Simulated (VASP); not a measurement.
# Sb2TeO2 (P-3m1) in VASP: notebook, part 2 of 2

VASP 6.6.1.

**3. Relaxation of cell and atoms, PBE**

Contents of INCAR:

```
PREC = Accurate ; ENCUT = 520
EDIFF = 1E-7 ; ISMEAR = 0
SIGMA = 0.1 ; LREAL = False
LASPH = True ; NELM = 120
ALGO = Normal ; ISIF = 3
LWAVE = False ; LCHARG = False
GGA = PE ; IBRION = 2
NSW = 60 ; EDIFFG = -0.005
POTIM = 0.3 ; KPAR = 2
```

Contents of KPOINTS:

```
regular mesh
0
Gamma
  8 8 4
```

Contents of POSCAR:

```
Sb2TeO2                                 
1.0
    4.0310638008     -0.0000000000     -0.0000000000
   -2.0155319004      3.4910036581     -0.0000000000
   -0.0000000000      0.0000000000      7.1149493664
  Sb              Te              O             
     2     1     2
Direct
     0.3333333300000021    0.6666666699999979    0.3017780103986277
     0.6666666699999979    0.3333333300000021    0.6982219896013723
     0.0000000000000000    0.0000000000000000    0.0000000000000000
     0.6666666699999979    0.3333333300000021    0.3928281685824741
     0.3333333300000021    0.6666666699999979    0.6071718314175261
```

Potentials or basis: VASP PAW PBE potentials, release 64 (Sb, Te, O).

Started as:

```sh
cat potpaw_PBE.64/Sb/POTCAR potpaw_PBE.64/Te/POTCAR potpaw_PBE.64/O/POTCAR > POTCAR
mpirun -np 2 vasp_std > vasp.out
```

OUTCAR:

```text
PREC = Accurate
   ENCUT = 520
   EDIFF = 1E-7
   ISMEAR = 0
   LREAL = False
   LASPH = True
   NELM = 120
   ISIF = 3
   GGA = PE
   IBRION = 2
   NSW = 60
   EDIFFG = -0.005
   POTIM = 0.3

 ion  position               nearest neighbor table
   1  0.333  0.667  0.302-   5 2.17   4 2.42   4 2.42   4 2.42   3 3.17   3 3.17   3 3.17   2 3.66
                             2 3.66   2 3.66
   2  0.667  0.333  0.698-   4 2.17   5 2.42   5 2.42   5 2.42   3 3.17   3 3.17   3 3.17   1 3.66
                             1 3.66   1 3.66
   3  0.000  0.000  0.000-   1 3.17   2 3.17   2 3.17   1 3.17   2 3.17   1 3.17
   4  0.667  0.333  0.393-   2 2.17   1 2.42   1 2.42   1 2.42
[... 764 lines left out ...]
  Total       -0.0214862     -0.0214862      0.0191039      0.0000000     -0.0000000      0.0000000
  in kB       -0.3438390     -0.3438390      0.3057151      0.0000000     -0.0000000      0.0000000
  external PRESSURE =      -0.1273209 kB  Pullay stress =       0.0000000 kB

 VOLUME and BASIS-vectors are now :
 -----------------------------------------------------------------------------
  energy-cutoff  :      520.00
  volume of cell :      100.12
      direct lattice vectors                 reciprocal lattice vectors
     4.030570911  0.000000000  0.000000000     0.248103810  0.143242801  0.000000000
    -2.015285456  3.490576803  0.000000000     0.000000000  0.286485603  0.000000000
     0.000000000  0.000000000  7.116252073     0.000000000  0.000000000  0.140523409

 POSITION                                       TOTAL-FORCE (eV/Angst)
 -----------------------------------------------------------------------------------
     -0.00000      2.32705      2.14733         0.000000      0.000000     -0.002981
      2.01529      1.16353      4.96893        -0.000000     -0.000000      0.002981
      4.03057      0.00000      0.00000        -0.000000      0.000000     -0.000000
      2.01529      1.16353      2.79555        -0.000000      0.000000      0.002959
     -0.00000      2.32705      4.32070         0.000000      0.000000     -0.002959
 -----------------------------------------------------------------------------------
    total drift:                               -0.000000      0.000000      0.000000

  FREE ENERGIE OF THE ION-ELECTRON SYSTEM (eV)
  ---------------------------------------------------
  free  energy   TOTEN  =       -24.7608550179 eV

  energy  without entropy=      -24.7607865553  energy(sigma->0) =      -24.76082079

 reached required accuracy - stopping structural energy minimisation
```

OSZICAR:

```text
N       E                     dE             d eps       ncg     rms          rms(c)
DAV:   1     0.189071896859E+03    0.18907E+03   -0.11568E+04  1260   0.131E+03
DAV:   2    -0.874997417262E+01   -0.19782E+03   -0.19431E+03  1688   0.254E+02
DAV:   3    -0.281419513236E+02   -0.19392E+02   -0.19124E+02  1472   0.920E+01
[... 14 lines left out ...]
       N       E                     dE             d eps       ncg     rms          rms(c)
DAV:   1    -0.247608588385E+02   -0.16337E-04   -0.48098E-04  1310   0.179E-01    0.141E-02
DAV:   2    -0.247608564019E+02    0.24366E-05   -0.11116E-05  1800   0.238E-02    0.745E-03
DAV:   3    -0.247608551039E+02    0.12980E-05   -0.16190E-06  1582   0.932E-03    0.215E-03
DAV:   4    -0.247608550179E+02    0.85997E-07   -0.31347E-07   960   0.438E-03
   2 F= -.24760855E+02 E0= -.24760821E+02  d E =-.124534E-04
```

CONTCAR:

```text
Sb2TeO2
   1.00000000000000
     4.0305709113611954    0.0000000000000000    0.0000000000000000
    -2.0152854556805977    3.4905768033238829    0.0000000000000000
     0.0000000000000000    0.0000000000000000    7.1162520727648628
  Sb              Te              O
     2     1     2
Direct
     0.3333333300000021    0.6666666699999979    0.3017495414583471
     0.6666666699999979    0.3333333300000021    0.6982504585416529
     1.0000000000000000    0.0000000000000000    0.0000000000000000
     0.6666666699999979    0.3333333300000021    0.3928403077200066
     0.3333333300000021    0.6666666699999979    0.6071596922799934

  0.00000000E+00  0.00000000E+00  0.00000000E+00
  0.00000000E+00  0.00000000E+00  0.00000000E+00
  0.00000000E+00  0.00000000E+00  0.00000000E+00
  0.00000000E+00  0.00000000E+00  0.00000000E+00
  0.00000000E+00  0.00000000E+00  0.00000000E+00
```

Run time: 36 s. Hardware: 2 MPI ranks of Intel Xeon Platinum 8559C (Emerald Rapids), shared host; peak memory 0.24 GiB.

Results:

| Item | Value |
| --- | --- |
| Free energy | -24.7609 eV |
| Energy gained by relaxing | 0.0 meV/atom |
| Ionic steps | 2 |
| Pressure after relaxing | 0.0 GPa |
| Band gap on the k mesh | 0.36 eV, indirect (least direct gap 1.13 eV) |

Forces on the atoms (eV/Å):
```
Sb   0.000  0.000 -0.003
Sb   0.000  0.000  0.003
Te   0.000  0.000  0.000
O    0.000  0.000  0.003
O    0.000  0.000 -0.003
```

Final structure:
```xyz
5
Lattice="4.0306 0.0000 0.0000 -2.0153 3.4906 0.0000 0.0000 0.0000 7.1163" Properties=species:S:1:pos:R:3 pbc="T T T"
Sb    0.0000    2.3271    2.1473
Sb    2.0153    1.1635    4.9689
Te    4.0306    0.0000    0.0000
O     2.0153    1.1635    2.7956
O     0.0000    2.3271    4.3207
```

Levels at points of the mesh, in eV from the valence-band top:
```tsv
k point	band 11	band 12	band 13	band 14	band 15	band 16	band 17	band 18
(0.00, 0.00, 0.00)	-3.46	-0.59	-0.59	0.00	2.17	2.17	2.18	2.28
(0.50, 0.00, 0.00)	-3.39	-2.63	-1.22	-0.73	1.53	2.03	2.81	3.27
(0.00, 0.00, 0.50)	-1.82	-0.43	-0.43	-0.07	1.06	1.06	2.32	3.00
(0.50, 0.00, 0.50)	-2.44	-2.11	-1.20	-1.10	0.40	2.88	2.92	3.44
```

Caveat: spin-orbit coupling is left out, which moves the levels of the heavy elements. A k mesh can miss the band edges.
